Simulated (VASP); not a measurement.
Computed with PBEsol GGA, VASP's PBE PAW potentials (set 64) (plane waves; VASP).

VASP input:

**POSCAR**
```
CdO(100) slab
1
    3.3284373103     0.0000000000     0.0000000000
    0.0000000000     3.3284373103    -0.0000000000
   -0.0000000000    -0.0000000000    24.4369686155
Cd O
4 4
Direct
  0.0000000000   0.5000000000   0.3555330000
  0.5000000000   0.0000000000   0.4518440000
  0.0000000000   0.5000000000   0.5481560000
  0.5000000000   0.0000000000   0.6444670000
  0.0000000000   0.5000000000   0.4518440000
  0.5000000000   0.0000000000   0.3555330000
  0.0000000000   0.5000000000   0.6444670000
  0.5000000000   0.0000000000   0.5481560000
```

**INCAR**
```
LASPH = T   ! aspherical one-centre terms
NSW = 50   ! most ionic steps
EDIFF = 1E-5
GGA = PS   ! PBEsol
SYSTEM = CdO(100) slab
NELM = 100   ! most electronic steps
LDIPOL = T
NELMIN = 4
ALGO = Normal   ! blocked Davidson
LWAVE = T
LMAXMIX = 4
ISMEAR = 0   ! Gaussian
DIPOL = 0.5 0.5 0.5
IDIPOL = 3
ISIF = 2
IBRION = 2
EDIFFG = -0.03
LREAL = F   ! projection in real space or not
LCHARG = F
PREC = Normal
ENCUT = 450   ! plane-wave cut-off (eV)
SIGMA = 0.05   ! width (eV)
```

### KPOINTS
```
Automatic
0
Gamma
6 6 1
```

POTCAR, in this order: Cd O (PBE.64 set). Program: vasp_std.

### Question
What will the output report for the number of irreducible k-points (NKPTS), largest plane-wave count, number of space-group operations, FFT grid (NGX, NGY, NGZ)?

### Answer

```
Quantity                                        Value
--------------------------------------  -------------
number of irreducible k-points (NKPTS)             10
largest plane-wave count                         5924
number of space-group operations                   16
FFT grid (NGX, NGY, NGZ)                18 × 18 × 128
```

The cell is a thin slab with vacuum, built from CdO (rock salt): (100) face.
